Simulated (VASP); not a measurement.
Crystal: GeBr.

```
CELL_PARAMETERS angstrom
4.82680 0.00000 0.00000
-2.41340 4.18013 0.00000
0.00000 0.00000 5.56466
ATOMIC_POSITIONS crystal
Ge 0.00000 0.00000 0.00000
Ge 0.00000 0.00000 0.50000
Br 0.33333 0.66667 0.75000
Br 0.66667 0.33333 0.25000
```

The cell was built by a generator and needn't be a form met in nature.

```yaml
Program: VASP 6.6.1
Task: relaxation of cell and atoms
Functional: BLYP
Potentials_or_basis: VASP PAW PBE potentials, release 64 (Ge_d, Br)
Cutoff: 600 eV
k_mesh: 5 × 5 × 4
Occupations: fermi-dirac, width 0.05 eV
Spin: no spin polarisation
```

At the start: pressure 3.0 GPa; volume 28.07 Å³/atom.

Problem. How do energy, volume and symmetry change on relaxing?

Solution. Over 6 steps the energy falls by 30.1 meV/atom and the volume is 30.85 Å³/atom (+9.9 %); space group P6_3/mmc (No. 194, to 0.05 Å).

Step by step:
```csv
step,energy change (eV),largest force (eV/Å),pressure (GPa),volume (Å³)
1,0.0000,0.0001,2.99,112.28
2,-0.1049,0.0001,0.43,121.01
3,-0.1109,0.0001,-0.26,124.10
4,-0.1109,0.0001,-0.22,123.86
5,-0.1185,0.0001,-0.09,123.60
6,-0.1204,0.0001,0.02,123.39
```

Final structure:
```
Ge Br
1.0
     5.06280    0.00003    0.00000
    -2.53137    4.38453    0.00000
     0.00000    0.00000    5.55854
Ge Br
2 2
Direct
  0.00000 0.00000 0.00000
  0.00000 0.00000 0.50000
  0.33333 0.66667 0.75000
  0.66667 0.33333 0.25000
```

Caveat: the PAW data sets were made with another functional, which shifts forces and pressure a little.
